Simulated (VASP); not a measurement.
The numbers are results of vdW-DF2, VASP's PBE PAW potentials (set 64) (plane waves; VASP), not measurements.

VASP input:

### INCAR
```
PREC  =  Accurate
LMAXMIX  =  4   ! l cut-off of mixed one-centre charges
EDIFFG  =  -0.01
ENCUT  =  520   ! plane-wave cut-off (eV)
NSW  =  60   ! most ionic steps
GGA  =  ML
LCHARG  =  .False.
ZAB_VDW  =  -1.8867
LASPH  =  .True.
ISMEAR  =  1
LREAL  =  .False.
LUSE_VDW  =  .True.
AGGAC  =  0.0
ISIF  =  3   ! ions, shape and volume
IBRION  =  2   ! conjugate gradients
SYSTEM  =  ZrC
EDIFF  =  1E-6
SIGMA  =  0.1
LWAVE  =  .False.
ALGO  =  Normal   ! blocked Davidson
NELM  =  100
```

File POSCAR:
```
ZrC
1
   -0.0000000000     2.3967089577     2.3967089577
    2.3967089577    -0.0000000000     2.3967089577
    2.3967089577     2.3967089577     0.0000000000
Zr C
1 1
Direct
  0.0000000000   0.0000000000   0.0000000000
  0.5000000000   0.5000000000   0.5000000000
```

**KPOINTS**
```
kpoints
0
gamma
 12 12 12
```

POTCAR, in this order: Zr_sv C (PBE.64 set). Program: vasp_std.

What VASP printed:

File OUTCAR:
```
 ion  position               nearest neighbor table
   1  0.000  0.000  0.000-   2 2.40   2 2.40   2 2.40   2 2.40   2 2.40   2 2.40
   2  0.500  0.500  0.500-   1 2.40   1 2.40   1 2.40   1 2.40   1 2.40   1 2.40
  LATTYP: Found a face centered cubic cell.
 ALAT       =     4.7934179154
 Subroutine PRICEL returns:
 Original cell was already a primitive cell.
 Subroutine GETGRP returns: Found 48 space group operations
The static configuration has the point symmetry O_h .
The dynamic configuration has the point symmetry O_h .
 Subroutine INISYM returns: Found 48 space group operations
 Subroutine IBZKPT returns following result:
 Found     72 irreducible k-points:

 Following reciprocal coordinates:
            Coordinates               Weight
  0.000000  0.000000  0.000000      1.000000
  0.083333  0.000000  0.000000      8.000000
  0.166667  0.000000  0.000000      8.000000
  0.250000  0.000000  0.000000      8.000000
  0.333333  0.000000  0.000000      8.000000
  0.416667  0.000000  0.000000      8.000000
  0.500000  0.000000  0.000000      4.000000
  0.083333  0.083333  0.000000      6.000000
  0.166667  0.083333  0.000000     24.000000
  0.250000  0.083333  0.000000     24.000000
  0.333333  0.083333  0.000000     24.000000
  0.416667  0.083333  0.000000     24.000000
  0.500000  0.083333  0.000000     24.000000
 -0.416667  0.083333  0.000000     24.000000
 -0.333333  0.083333  0.000000     24.000000
 -0.250000  0.083333  0.000000     24.000000
 -0.166667  0.083333  0.000000     24.000000
 -0.083333  0.083333  0.000000     12.000000
  0.166667  0.166667  0.000000      6.000000
  0.250000  0.166667  0.000000     24.000000
  0.333333  0.166667  0.000000     24.000000
  0.416667  0.166667  0.000000     24.000000
  0.500000  0.166667  0.000000     24.000000
 -0.416667  0.166667  0.000000     24.000000
...
```

**OSZICAR**
```
       N       E                     dE             d eps       ncg     rms          rms(c)
DAV:   1     0.112675521940E+03    0.11268E+03   -0.89744E+03  1728   0.134E+03
DAV:   2    -0.128942584083E+02   -0.12557E+03   -0.11823E+03  2016   0.329E+02
DAV:   3    -0.189600574507E+02   -0.60658E+01   -0.59634E+01  2572   0.657E+01
DAV:   4    -0.192296892171E+02   -0.26963E+00   -0.26946E+00  2308   0.123E+01
DAV:   5    -0.192340278568E+02   -0.43386E-02   -0.43383E-02  2472   0.156E+00    0.189E+01
DAV:   6    -0.147160661498E+02    0.45180E+01   -0.27192E+01  1924   0.333E+01    0.659E+00
DAV:   7    -0.144174295259E+02    0.29864E+00   -0.16400E+00  1984   0.101E+01    0.522E+00
DAV:   8    -0.144305083557E+02   -0.13079E-01   -0.18968E-01  1912   0.431E+00    0.191E+00
DAV:   9    -0.144236722918E+02    0.68361E-02   -0.34587E-02  2276   0.145E+00    0.401E-01
DAV:  10    -0.144252078595E+02   -0.15356E-02   -0.34867E-03  1976   0.723E-01    0.453E-01
DAV:  11    -0.144250255593E+02    0.18230E-03   -0.78472E-04  1884   0.264E-01    0.284E-02
DAV:  12    -0.144250349833E+02   -0.94240E-05   -0.61964E-05  2404   0.729E-02    0.113E-02
DAV:  13    -0.144250330827E+02    0.19007E-05   -0.88906E-06  2140   0.235E-02    0.340E-03
DAV:  14    -0.144250332601E+02   -0.17745E-06   -0.36831E-07   984   0.710E-03
   1 F= -.14425033E+02 E0= -.14424994E+02  d E =-.144250E+02
```

### OUTCAR
```
------------------------ aborting loop because EDIFF is reached ----------------------------------------
  FORCE on cell =-STRESS in cart. coord.  units (eV):
  Direction    XX          YY          ZZ          XY          YZ          ZX
  --------------------------------------------------------------------------------------
  Total       -0.0001670     -0.0001670     -0.0001670      0.0000000     -0.0000000      0.0000000
  in kB       -0.0097190     -0.0097190     -0.0097190      0.0000000     -0.0000000      0.0000000
  external PRESSURE =      -0.0097190 kB  Pullay stress =       0.0000000 kB
  volume of cell :       27.53
      direct lattice vectors                 reciprocal lattice vectors
     0.000000000  2.396708958  2.396708958    -0.208619406  0.208619406  0.208619406
     2.396708958  0.000000000  2.396708958     0.208619406 -0.208619406  0.208619406
     2.396708958  2.396708958  0.000000000     0.208619406  0.208619406 -0.208619406
 POSITION                                       TOTAL-FORCE (eV/Angst)
 -----------------------------------------------------------------------------------
      0.00000      0.00000      0.00000         0.000000      0.000000      0.000000
      2.39671      2.39671      2.39671         0.000000     -0.000000     -0.000000
 -----------------------------------------------------------------------------------
    total drift:                                0.000000      0.000000      0.000000
  FREE ENERGIE OF THE ION-ELECTRON SYSTEM (eV)
  ---------------------------------------------------
  free  energy   TOTEN  =       -14.4250332601 eV

  energy  without entropy=      -14.4249160055  energy(sigma->0) =      -14.42499418

 reached required accuracy - stopping structural energy minimisation
```
(Selected blocks of OUTCAR.)

The compound is ZrC in the rock salt structure. It was relaxed first, which changed the volume by +6 %. The start is the result of an earlier pass.
